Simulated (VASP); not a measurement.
Data:

```
CELL_PARAMETERS angstrom
      0.00000     3.47902     3.47902
      3.47902     0.00000     3.47902
      3.47902     3.47902     0.00000
ATOMIC_POSITIONS crystal
  Sr 0.00000 0.00000 0.00000
  Cl 0.25000 0.25000 0.25000
  Cl 0.75000 0.75000 0.75000
```

Method: optB86b-vdW, VASP's PBE PAW potentials (set 64) (plane waves; VASP). Numerical set-up: 520 eV cut-off, 6×6×6 Γ-centred mesh, Gaussian smearing of 0.050 eV, potentials Sr_sv Cl.

Give the energy at these volumes per atom, relative to the lowest: 26.32, 27.16, 28.00, 28.84, 29.68 Å³.

14.5, 3.7, 0.0, 2.4, 9.9 meV/atom. A third-order Birch-Murnaghan fit gives B0 = 38.0 GPa and B0′ = 4.5.

Measured: a 6.974 Å (computed value off by -0.2 %), as given by Kanchana et al., Calculated structural, elastic and electronic properties of SrCl2 (2010). The calculation is for a static lattice, while the measured a holds thermal and zero-point effects, which are part of the difference.

The compound is SrCl2 in the fluorite structure. It was relaxed first.
